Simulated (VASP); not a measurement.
Input:

```xyz
4
Lattice="4.0110 0.0000 0.0000 0.0000 4.0110 0.0000 0.0000 0.0000 4.6074" Properties=species:S:1:pos:R:3 pbc="T T T"
Pb     2.0055     0.0000     3.4264
Pb     0.0000     2.0055     1.1810
O      2.0055     2.0055     0.0000
O      0.0000     0.0000     0.0000
```

These are PBE GGA, VASP's PBE PAW potentials (set 64) (plane waves; VASP) values and carry that method's errors. Numerical set-up: 620 eV cut-off, 6×6×5 Γ-centred mesh, Gaussian smearing of 0.050 eV, potentials Pb_d O.

Without a dispersion term in the relaxation, distances and binding between the weakly bound layers, chains or molecules are unreliable, and so is what depends on them.

**Question.** Estimate the energy per atom (σ→0), pressure.

**Answer.** 
* **energy per atom (σ→0)**: -5.330 eV/atom
* **pressure**: 4.96 GPa

Only differences to runs with the same potentials and settings are physical.

The compound is PbO in the litharge structure. It was relaxed first under an external pressure of 5 GPa.
